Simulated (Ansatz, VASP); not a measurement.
YS: VASP beside Ansatz

File INCAR:

```
PREC = Accurate
ENCUT = 520
EDIFF = 1E-7
ISMEAR = 1
SIGMA = 0.15
LREAL = F
LASPH = T
NELM = 100
ALGO = Normal
ISIF = 2
LWAVE = F
LCHARG = F
GGA = CA
NBANDS = 16
```

Contents of KPOINTS:

```
Automatic mesh
0
Gamma
  7 7 7
```

POSCAR

```
YS
1.0
    0.0000000000      2.6971384723      2.6971384723
    2.6971384723      0.0000000000      2.6971384723
    2.6971384723      2.6971384723      0.0000000000
Y S
1 1
Direct
    0.5000000000      0.5000000000      0.5000000000
    0.0000000000      0.0000000000      0.0000000000
```

Input for Ansatz:

```yaml
crystal:
  lattice:
    - [0.0, 2.6971384722664644, 2.6971384722664644]
    - [2.6971384722664644, 0.0, 2.6971384722664644]
    - [2.6971384722664644, 2.6971384722664644, 0.0]
  atoms:
    - { symbol: "Y", position: [0.5, 0.5, 0.5] }
    - { symbol: S, position: [0.0, 0.0, 0.0] }
basis:
  ecutwfc: 571.4391111657479
kpoints:
  mp_grid:
    grid: [7, 7, 7]
hamiltonian:
  xc: lda
  pseudopotentials:
    kind: paw
scf:
  occupations:
    method: cold
    width: 0.15
output:
  stress: true
```

Alike in both runs: task single point; functional LDA; k mesh 7 × 7 × 7; no spin polarisation.

|  | VASP | Ansatz |
| --- | --- | --- |
| version | VASP 6.6.1 | Ansatz 0.2.0 |
| potentials or method | VASP PAW LDA potentials, release 64 (Y_sv, S) | plane waves, PAW |
| plane-wave cutoff (eV) | 520 | 571 |
| occupations | methfessel-paxton of order 1, width 0.15 eV | cold, width 0.15 eV |
| valence electrons in the cell | 17 | 17 |

|  | VASP | Ansatz | Ansatz less VASP |
| --- | --- | --- | --- |
| pressure (GPa) | 1.5 | 1.5 | -0.03 |
